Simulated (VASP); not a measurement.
# Li4GeN2 (P-4m2) in VASP: notebook

Runs on Li4GeN2. Level: PBE. Tasks: relaxation of cell and atoms.

Program: VASP 6.6.1. These are calculated values, not measurements. Logs are shortened: lines on timing, memory, paths and dates and some standing lists are left out, and cuts for length are marked.

### Step 1. The structure

It takes space group P-4m2 (No. 115, tetragonal). Conventional cell: a = 3.301 Å, b = 3.301 Å, c = 7.357 Å, α = 90.00°, β = 90.00°, γ = 90.00°. Li (site symmetry 2mm) is surrounded by 2 Ge at 1.94 Å. Li (site symmetry -4m2) is surrounded by 4 Li at 2.33 Å and 4 N at 2.53 Å. Li (site symmetry -4m2) is surrounded by 4 Li at 2.33 Å and 4 N at 2.53 Å. Around Ge (site symmetry -4m2) lie 4 Li at 1.94 Å. N (site symmetry 2mm) has 2 Ge at 2.41 Å and 8 Li at 2.45 to 2.53 Å as nearest neighbours.

The cell was built by a generator and needn't be a form met in nature.

### Step 2. Relaxation of cell and atoms, PBE

The input, INCAR:

```
ALGO = Fast
EDIFF = 1E-4
EDIFFG = -0.08
ENCUT = 520
GGA = PE
IBRION = 2
ISIF = 3
ISMEAR = 0
LASPH = True
LCHARG = False
LREAL = False
LWAVE = False
NELM = 60
NSW = 24
PREC = Normal
SIGMA = 0.15
```

The input, KPOINTS:

```
k-points
0
Gamma
  4 4 2
```

The input, POSCAR:

```
Li4GeN2
1.0
    3.3008524000      0.0000000000      0.0000000000
    0.0000000000      3.3008524000      0.0000000000
    0.0000000000      0.0000000000      7.3574401200
Li Ge N
4 1 2
Direct
    0.5000000000      0.0000000000      0.3609859300
    0.0000000000      0.5000000000      0.6390140700
    0.5000000000      0.5000000000      0.0000000000
    0.0000000000      0.0000000000      0.0000000000
    0.5000000000      0.5000000000      0.5000000000
    0.0000000000      0.5000000000      0.2612232300
    0.5000000000      0.0000000000      0.7387767700
```

Potentials or basis: VASP PAW PBE potentials, release 64 (Li_sv, Ge_d, N).

The run is started by

```console
> cat potpaw_PBE.64/Li_sv/POTCAR potpaw_PBE.64/Ge_d/POTCAR potpaw_PBE.64/N/POTCAR > POTCAR
> mpirun -np 1 vasp_std > vasp.out
```

OUTCAR:

```text
EDIFF = 1E-4
   EDIFFG = -0.08
   ENCUT = 520
   GGA = PE
   IBRION = 2
   ISIF = 3
   ISMEAR = 0
   LASPH = True
   LREAL = False
   NELM = 60
   NSW = 24
   PREC = Normal

 ion  position               nearest neighbor table
   1  0.500  0.000  0.361-   5 1.94   5 1.94
   2  0.000  0.500  0.639-   5 1.94   5 1.94
   3  0.500  0.500  0.000-   4 2.33   4 2.33   4 2.33   4 2.33
   4  0.000  0.000  0.000-   3 2.33   3 2.33   3 2.33   3 2.33
   5  0.500  0.500  0.500-   1 1.94   2 1.94   1 1.94   2 1.94
   6  0.000  0.500  0.261-
   7  0.500  0.000  0.739-

  LATTYP: Found a simple tetragonal cell.
 ALAT       =     3.3008524000
 C/A-ratio  =     2.2289515641

  Lattice vectors:

 A1 = (   3.3008524000,   0.0000000000,   0.0000000000)
 A2 = (   0.0000000000,   3.3008524000,   0.0000000000)
 A3 = (   0.0000000000,   0.0000000000,   7.3574401200)

Analysis of symmetry for initial positions (statically):
=====================================================================
 Subroutine PRICEL returns:
 Original cell was already a primitive cell.

 Routine SETGRP: Setting up the symmetry group for a
 simple tetragonal supercell.

 Subroutine GETGRP returns: Found  8 space group operations
 (whereof  8 operations were pure point group operations)
 out of a pool of 16 trial point group operations.

The static configuration has the point symmetry D_2d.

Analysis of symmetry for dynamics (positions and initial velocities):
=====================================================================
 Subroutine PRICEL returns:
 Original cell was already a primitive cell.

 Routine SETGRP: Setting up the symmetry group for a
 simple tetragonal supercell.

 Subroutine GETGRP returns: Found  8 space group operations
 (whereof  8 operations were pure point group operations)
 out of a pool of 16 trial point group operations.

The dynamic configuration has the point symmetry D_2d.

 Subroutine INISYM returns: Found  8 space group operations
 (whereof  8 operations are pure point group operations),
 and found     1 'primitive' translations

----------------------------------------------------------------------------------------

                                     Primitive cell

  volume of cell :      80.1639

  direct lattice vectors                    reciprocal lattice vectors
     3.300852400  0.000000000  0.000000000     0.302952050  0.000000000  0.000000000
     0.000000000  3.300852400  0.000000000     0.000000000  0.302952050  0.000000000
     0.000000000  0.000000000  7.357440120     0.000000000  0.000000000  0.135916838

  length of vectors
     3.300852400  3.300852400  7.357440120     0.302952050  0.302952050  0.135916838

  position of ions in fractional coordinates (direct lattice)
     0.500000000  0.000000000  0.360985930
     0.000000000  0.500000000  0.639014070
     0.500000000  0.500000000  0.000000000
     0.000000000  0.000000000  0.000000000
     0.500000000  0.500000000  0.500000000
     0.000000000  0.500000000  0.261223230
     0.500000000  0.000000000  0.738776770

  ion indices of the primitive-cell ions
   primitive index   ion index
                 1           1
                 2           2
                 3           3
                 4           4
                 5           5
                 6           6
                 7           7

----------------------------------------------------------------------------------------

 KPOINTS: k-points

Automatic generation of k-mesh.
 Grid dimensions read from file:
 generate k-points for:    4    4    2

 Generating k-lattice:

  Cartesian coordinates                     Fractional coordinates (reciprocal lattice)
     0.075738012  0.000000000  0.000000000     0.250000000  0.000000000  0.000000000
     0.000000000  0.075738012  0.000000000     0.000000000  0.250000000  0.000000000
     0.000000000  0.000000000  0.067958419     0.000000000  0.000000000  0.500000000

  Length of vectors
     0.075738012  0.075738012  0.067958419

  Shift w.r.t. Gamma in fractional coordinates (k-lattice)
     0.000000000  0.000000000  0.000000000

 Subroutine IBZKPT returns following result:
 ===========================================

 Found     12 irreducible k-points:

 Following reciprocal coordinates:
            Coordinates               Weight
  0.000000  0.000000  0.000000      1.000000
  0.250000  0.000000  0.000000      4.000000
  0.500000  0.000000  0.000000      2.000000
  0.250000  0.250000  0.000000      4.000000
  0.500000  0.250000  0.000000      4.000000
  0.500000  0.500000  0.000000      1.000000
  0.000000  0.000000  0.500000      1.000000
  0.250000  0.000000  0.500000      4.000000
  0.500000  0.000000  0.500000      2.000000
  0.250000  0.250000  0.500000      4.000000
  0.500000  0.250000  0.500000      4.000000
  0.500000  0.500000  0.500000      1.000000
   k-points           NKPTS =     12   k-points in BZ     NKDIM =     12   number of bands    NBANDS=     22
   number of dos      NEDOS =    301   number of ions     NIONS =      7
   total plane-waves  NPLWV =  13608
   dimension x,y,z NGX =    18 NGY =   18 NGZ =   42
   dimension x,y,z NGXF=    36 NGYF=   36 NGZF=   84
   ions per type =               4   1   2
   NGX,Y,Z   is equivalent  to a cutoff of   9.07,  9.07,  9.49 a.u.
   NGXF,Y,Z  is equivalent  to a cutoff of  18.13, 18.13, 18.98 a.u.
 SYSTEM =  unknown system
   PREC   = normal    normal or accurate (medium, high low for compatibility)
   ISTART =      0    job   : 0-new  1-cont  2-samecut
   ICHARG =      2    charge: 1-file 2-atom 10-const
   ISPIN  =      1    spin polarized calculation?
   LNONCOLLINEAR =      F non collinear calculations
   LSORBIT =      F    spin-orbit coupling
   LASPH  =      T    aspherical Exc in radial PAW
   ENCUT  =  520.0 eV  38.22 Ry    6.18 a.u.   6.14  6.14 13.68*2*pi/ulx,y,z
   NELM   =     60;   NELMIN=  2; NELMDL= -5     # of ELM steps
   EDIFF  = 0.1E-03   stopping-criterion for ELM
   LREAL  =      F    real-space projection
   EDIFFG = -.8E-01   stopping-criterion for IOM
   NSW    =     24    number of steps for IOM
   IBRION =      2    ionic relax: 0-MD 1-quasi-New 2-CG
   NFREE  =      1    steps in history (QN), initial steepest desc. (CG)
   ISIF   =      3    stress and relaxation
   ISYM   =      2    0-nonsym 1-usesym 2-fastsym
   POTIM  = 0.5000    time-step for ionic-motion
   TEBEG  =    0.0;   TEEND  =   0.0 temperature during run
   PSTRESS=    0.0 pullay stress
   NELECT =      36.0000    total number of electrons
   NUPDOWN=      -1.0000    fix difference up-down
   EMIN   =  10.00;   EMAX   =-10.00  energy-range for DOS
   EFERMI =   0.00;   METHOD = LEGACY
   ISMEAR =     0;   SIGMA  =   0.15  broadening in eV -4-tet -1-fermi 0-gaus
   EFERMI_NEDOS =   21; number of points for ismear=-14 and -15
   IALGO  =     68    algorithm
   IMIX   =      4    mixing-type and parameters
     AMIX     =   0.40;   BMIX     =  1.00
     AMIX_MAG =   1.60;   BMIX_MAG =  1.00
  volume/ion in A,a.u.               =      11.45        77.28
  Fermi-wavevector in a.u.,A,eV,Ry     =   1.253668  2.369090 21.384066  1.571684
  Thomas-Fermi vector in A             =   2.387510
   LORBIT       =      0    0 simple, 1 ext, 2 COOP (PROOUT), +10 PAW based schemes
   GGA     = PE    functional components
   LHFCALC =     F    Hartree Fock is set to
   AEXX    =    0.0000 exact exchange contribution
   IVDW    =     0    specifies the selected vdW correction
   LEPSILON=     F    determine dielectric tensor
   LRPA    =     F    only Hartree local field effects (RPA)
 conjugate gradient relaxation of ions
 non-spin polarized calculation
 RMM-DIIS sequential band-by-band and
 Gauss-broadening in eV      SIGMA  =   0.15
  energy-cutoff  :      520.00
  volume of cell :       80.16
 maximum number of plane-waves:      2200
   NGX = 13   NGY = 13   NGZ = 27

--------------------------------------- Ionic step        1  -------------------------------------------

 number of electron      35.9999743 magnetization

 Free energy of the ion-electron system (eV)
  ---------------------------------------------------
  ext. energy  EPLUGINS =         0.00000000
  ---------------------------------------------------
  free energy    TOTEN  =       -22.32953822 eV

  energy without entropy =      -22.30371501  energy(sigma->0) =      -22.31662661

------------------------ aborting loop because EDIFF is reached ----------------------------------------

  FORCE on cell =-STRESS in cart. coord.  units (eV):
  Direction    XX          YY          ZZ          XY          YZ          ZX
  --------------------------------------------------------------------------------------
  -------------------------------------------------------------------------------------
  Total        9.8243712      9.8243712     -8.0552815      0.0000000      0.0000000      0.0000000
  in kB      196.3524844    196.3524844   -160.9949893      0.0000000      0.0000000      0.0000000
  external PRESSURE =      77.2366599 kB  Pullay stress =       0.0000000 kB
[... 104 lines left out ...]
  FREE ENERGIE OF THE ION-ELECTRON SYSTEM (eV)
  ---------------------------------------------------
  free  energy   TOTEN  =       -25.7860209235 eV

  energy  without entropy=      -25.7727040570  energy(sigma->0) =      -25.77936249

 E-fermi :   4.3973     XC(G=0):  -9.9881

 val. band max:        4.3908570488   @ k =   0.0000   0.0000   0.5000
 cond. band min:       4.4902644223   @ k =   0.5000   0.0000   0.5000
 fundamental gap:      0.0994073735
 Fermi energy:         4.3973101449

 k-point     1 :       0.0000    0.0000    0.0000
  band No.  band energies     occupation
      1     -42.7459      2.00000
      2     -42.7312      2.00000
      3     -41.1933      2.00000
      4     -40.8713      2.00000
      5     -20.8565      2.00000
      6     -20.8333      2.00000
[... 274 lines left out ...]
      6     -20.8376      2.00000
[... 14 lines left out ...]
     21       9.5473      0.00000
     22       9.6004      0.00000

[... ionic steps 4 to 21 ...]

--------------------------------------- Ionic step       22  -------------------------------------------

 number of electron      35.9999818 magnetization

------------------------ aborting loop because EDIFF is reached ----------------------------------------

  FORCE on cell =-STRESS in cart. coord.  units (eV):
  Direction    XX          YY          ZZ          XY          YZ          ZX
  --------------------------------------------------------------------------------------
  -------------------------------------------------------------------------------------
  Total       -0.1088560     -0.1088560     -0.2698833      0.0000000      0.0000000      0.0000000
  in kB       -2.4396428     -2.4396428     -6.0485326      0.0000000      0.0000000      0.0000000
  external PRESSURE =      -3.6426061 kB  Pullay stress =       0.0000000 kB
[... 67 lines left out ...]
  energy  without entropy=      -27.3338109380  energy(sigma->0) =      -27.34873806

--------------------------------------- Ionic step       24  -------------------------------------------

 number of electron      35.9999828 magnetization

 Free energy of the ion-electron system (eV)
  ---------------------------------------------------
  ext. energy  EPLUGINS =         0.00000000
  ---------------------------------------------------
  free energy    TOTEN  =       -27.37022675 eV

  energy without entropy =      -27.33975615  energy(sigma->0) =      -27.35499145

 E-fermi :   4.0159     XC(G=0): -10.2157

 val. band max:        3.9764999507   @ k =   0.2500   0.0000   0.5000
 cond. band min:       4.1177521876   @ k =   0.5000   0.0000   0.0000
 fundamental gap:      0.1412522369
 Fermi energy:         4.0159014656

 k-point     1 :       0.0000    0.0000    0.0000
  band No.  band energies     occupation
      1     -41.9829      2.00000
      2     -41.9622      2.00000
      3     -40.7904      2.00000
      4     -40.4469      2.00000
      5     -20.8915      2.00000
      6     -20.8655      2.00000
[... 323 lines left out ...]
  FREE ENERGIE OF THE ION-ELECTRON SYSTEM (eV)
  ---------------------------------------------------
  free  energy   TOTEN  =       -27.3702267532 eV

  energy  without entropy=      -27.3397561491  energy(sigma->0) =      -27.35499145

 reached required accuracy - stopping structural energy minimisation
```

Wall time 3.6 min (1 thread of Intel Xeon 6975P-C (Granite Rapids), shared host); peak memory 0.15 GiB.

These settings aren't checked as converged: the numbers below hold their error.

Results:

| Item | Value |
| --- | --- |
| Free energy | -27.3702 eV |
| Relaxed volume | 10.18 Å³/atom |
| Relaxed cell | a = 3.358 Å, b = 3.358 Å, c = 6.317 Å, α = 90.00°, β = 90.00°, γ = 90.00° |
| Space group after relaxing (to 0.05 Å) | P-4m2 (No. 115) |
| Energy gained by relaxing | 720.1 meV/atom |
| Ionic steps | 24 |
| Largest force after relaxing | 0.040 eV/Å |
| Band gap on the k mesh | none (metal or under the smearing width) |

Caveat: the k mesh is coarse (spacing up to 0.48 Å⁻¹), so the values aren't converged; the cutoff is under 1.25 times the usual one of these potentials, so pressure, stress and relaxed cells hold a basis-set (Pulay) error; the relaxation stopped at a loose force limit of 0.08 eV/Å, so its end isn't a converged minimum.

### Step 3. Relaxation of cell and atoms, PBE

This run uses another cell than the first one, of 12.61 Å³/atom, 1.101 times its volume.

INCAR is that of step 2.

The input, KPOINTS:

```
k-points
0
Gamma
  3 3 5
```

The input, POSCAR:

```
Li4GeN2
1.0
    3.2276612600     -4.4741143800      0.0000000000
    3.2276612600      4.4741143800      0.0000000000
    0.0000000000      0.0000000000      3.0562180700
Li Ge N
4 1 2
Direct
    0.2291006300      0.7708993700      0.0000000000
    0.7708993700      0.2291006300      0.0000000000
    0.2173306000      0.2173306000      0.5000000000
    0.7826694000      0.7826694000      0.5000000000
    0.0000000000      0.0000000000      0.0000000000
    0.5000000000      0.0000000000      0.5000000000
    0.0000000000      0.5000000000      0.5000000000
```

Potentials or basis: VASP PAW PBE potentials, release 64 (Li_sv, Ge_d, N).

The run is started by

```console
> cat potpaw_PBE.64/Li_sv/POTCAR potpaw_PBE.64/Ge_d/POTCAR potpaw_PBE.64/N/POTCAR > POTCAR
> mpirun -np 1 vasp_std > vasp.out
```

It took 2.5 min on 1 thread of Intel Xeon 6975P-C (Granite Rapids), shared host; peak memory 0.17 GiB.

The run converged, but some of its settings lie outside the range that counts as converged, so its numbers aren't taken as properties of the crystal.

What came out:

```
Free energy                            : -26.2157 eV
Relaxed volume                         : 11.08 Å³/atom
Relaxed cell                           : a = 5.300 Å, b = 5.300 Å, c = 2.794 Å, α = 90.00°, β = 90.00°, γ = 98.91°
Space group after relaxing (to 0.05 Å) : Cmmm (No. 65)
Energy gained by relaxing              : 563.3 meV/atom
Ionic steps                            : 15
Largest force after relaxing           : 0.032 eV/Å
Band gap on the k mesh                 : none (metal or under the smearing width)
```

Caveat: the k mesh is coarse (spacing up to 0.41 Å⁻¹), so the values aren't converged; the cutoff is under 1.25 times the usual one of these potentials, so pressure, stress and relaxed cells hold a basis-set (Pulay) error; the relaxation stopped at a loose force limit of 0.08 eV/Å, so its end isn't a converged minimum.
